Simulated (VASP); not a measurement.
Here is the system:

```xyz
6
Lattice="4.9176 0.0000 0.0000 -2.4588 4.2588 0.0000 0.0000 0.0000 2.9677" Properties=species:S:1:pos:R:3 pbc="T T T"
Lu     0.0000     0.0000     0.0000
Co     1.2294     2.1294     1.4839
Co    -1.2294     2.1294     1.4839
Co     2.4588     0.0000     1.4839
B      2.4588     1.4196     0.0000
B      0.0000     2.8392     0.0000
```

Computed with PBEsol GGA, VASP's PBE PAW potentials (set 64) (plane waves; VASP). Numerical set-up: 400 eV cut-off, 8×8×11 Γ-centred mesh, Gaussian smearing of 0.27 eV, potentials Lu_3 Co B.

At this cut-off the stress carries a Pulay error, which pulls relaxed volumes low.

### Question
Estimate the energy per atom (σ→0), pressure, band gap (on the k-mesh) with the smallest direct gap where there is one.

### Answer

The band gap (on the k-mesh) is none (metal, semimetal or under 0.01 eV), the energy per atom (σ→0) comes out as -7640 meV/atom and the pressure is -2.36 GPa.

The structure comes from a computed database's LuCo3B2 entry (P6/mmm); how it stands against other phases isn't given here. The cell was not relaxed at this level. The run is not spin-polarised, so no magnetic state was tried.
